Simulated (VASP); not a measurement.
```
CELL_PARAMETERS angstrom
      4.41545     0.00000     0.00000
      0.00000     8.89169     0.00000
      0.00000     0.00000     6.16889
ATOMIC_POSITIONS crystal
  Mg 0.00000 0.27443 0.98133
  Mg 0.00000 0.72557 0.98133
  Mg 0.50000 0.00000 0.48532
  Mg 0.50000 0.50000 0.54705
  Te 0.50000 0.26457 0.25103
  Te 0.50000 0.73543 0.25103
  Te 0.00000 0.00000 0.75622
  S  0.00000 0.50000 0.74669
```

Level of theory: PBEsol GGA, VASP's PBE PAW potentials (set 64) (plane waves; VASP). Settings: 400 eV cut-off, 6×3×4 Γ-centred mesh, tetrahedra with Blöchl corrections, potentials Mg Te S.

Question: What does the run give for the energy per atom (σ→0)?

Answer: 
```json
{
  "energy per atom (σ→0)": "-3.673 eV/atom"
}
```

Total energies compare only between runs with the same potentials, cut-off and functional.

The structure comes from a computed database's Mg4Te3S entry (Pmm2); how it stands against other phases isn't given here. It was relaxed first.
